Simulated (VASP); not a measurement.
VASP ran on this input.

File KPOINTS:
```
Automatic mesh
0
Gamma
2 2 1
0 0 0
```

### INCAR
```
ISIF  =  2
LWAVE  =  .FALSE.
SYSTEM  =  PtS2
LREAL  =  .FALSE.   ! projection in real space or not
ISMEAR  =  -1
ENCUT  =  300   ! plane-wave cut-off (eV)
LASPH  =  .TRUE.   ! aspherical one-centre terms
ALGO  =  Normal   ! blocked Davidson
LCHARG  =  .FALSE.
SIGMA  =  0.02   ! width (eV)
NELM  =  100   ! most electronic steps
GGA  =  PE   ! PBE
EDIFF  =  1E-6   ! SCF stop (eV)
LMAXMIX  =  6   ! l cut-off of mixed one-centre charges
PREC  =  Accurate
```

POSCAR:
```
PtS2
1
    1.7910630000    -3.1022120000     0.0000000000
    1.7910630000     3.1022120000     0.0000000000
    0.0000000000     0.0000000000     5.0999760000
Pt S
1 2
Direct
  0.0000000000   0.0000000000   0.0000000000
  0.3333330000   0.6666670000   0.2300000000
  0.6666670000   0.3333330000   0.7700000000
```

POTCAR, in this order: Pt S (PBE.64 set). Program: vasp_std.

**Question.** Translate this PBE calculation to Quantum ESPRESSO's pw.x.

**Answer.** One equivalent input (not run):
```
&CONTROL
  calculation = 'scf'
  pseudo_dir = './pseudo'
  outdir = './out'
  tprnfor = .true.
  tstress = .true.
/
&SYSTEM
  ibrav = 0
  nat = 3
  ntyp = 2
  ecutwfc = 84
  occupations = 'smearing'
  smearing = 'fermi-dirac'
  degauss = 0.00147
  input_dft = 'pbe'
/
&ELECTRONS
  conv_thr = 7.3e-08
  electron_maxstep = 100
/
ATOMIC_SPECIES
  Pt 195.084 Pt.upf
  S 32.060 S.upf
CELL_PARAMETERS angstrom
     1.7910630   -3.1022120    0.0000000
     1.7910630    3.1022120    0.0000000
     0.0000000    0.0000000    5.0999760
ATOMIC_POSITIONS crystal
  Pt   0.0000000  0.0000000  0.0000000
  S    0.3333330  0.6666670  0.2300000
  S    0.6666670  0.3333330  0.7700000
K_POINTS automatic
  2 2 1 0 0 0
```
Limits of the translation: the potentials are each code's own (VASP's PAW set, PseudoDojo norm-conserving files in pw.x), so ENCUT and ecutwfc are chosen apart and not converted; conv_thr bounds pw.x's estimated SCF error, while EDIFF bounds the energy change between steps.

The structure is a typed PtS2 crystal (P-3m1). The cell was not relaxed at this level. The k-mesh is coarse (spacing up to 1.23 per Å, 2π included), so the numbers may not be converged in it. The run is one of a series of settings (KPOINTS 2×2×1 Γ-centred mesh against the base run), some of them coarse on purpose.
